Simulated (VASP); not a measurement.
Here is the system:

```
CELL_PARAMETERS angstrom
      0.00000     3.05305     3.05305
      3.05305     0.00000     3.05305
      3.05305     3.05305     0.00000
ATOMIC_POSITIONS crystal
  In 0.00000 0.00000 0.00000
  P  0.25000 0.25000 0.25000
```

Calculation: vdW-DF2, VASP's PBE PAW potentials (set 64) (plane waves; VASP 6.6.1). Run with 520 eV cut-off, Gaussian smearing of 0.050 eV, potentials In_d P.

Problem. Give the energies of bands 7 to 12 at the high-symmetry points, in eV from the Fermi level.

Solution. 
```tsv
band	Γ	X	U	L	W
7	-0.19	-5.29	-5.17	-5.15	-5.17
8	0.00	-1.91	-2.72	-0.80	-2.44
9	0.00	-1.91	-1.59	-0.80	-2.37
10	0.00	1.95	2.36	1.10	3.78
11	4.08	2.21	4.08	4.80	4.27
12	4.08	8.36	7.11	4.80	5.19
```

It has no gap at this level: it comes out as a metal or semimetal.

Measured: gap 1.47 eV (computed value off by -1.47 eV), as given by Wei Chen et al., Physical Review Materials (2018), doi:10.1103/physrevmaterials.2.073803 [zero-point renormalisation of 0.05 eV added back (the table's ZPR column)].

The compound is InP in the zinc blende structure. It was relaxed first, which changed the volume by +13 %.
